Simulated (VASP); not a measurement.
Consider the following.

```xyz
4
Lattice="-2.1422 3.1870 3.7231 2.1422 -3.1870 3.7231 2.1422 3.1870 -3.7231" Properties=species:S:1:pos:R:3 pbc="T T T"
Cs     0.0000     0.0000     1.8947
Cs     2.1422     3.1870     1.8283
O      0.0000     3.9338     0.0000
O      2.1422    -0.7467     3.7231
```

The numbers are results of PBEsol GGA, VASP's PBE PAW potentials (set 64) (plane waves; VASP), not measurements. Numerical set-up: 520 eV cut-off, 7×7×7 Γ-centred mesh, tetrahedra with Blöchl corrections, potentials Cs_sv O.

Task: Estimate the energy per atom (σ→0).

Result: 
```json
{
  "energy per atom (σ→0)": "-4.164 eV/atom"
}
```

Total energies compare only between runs with the same potentials, cut-off and functional.

The structure comes from a computed database's Cs2O2 entry (Immm); how it stands against other phases isn't given here. It was relaxed first.
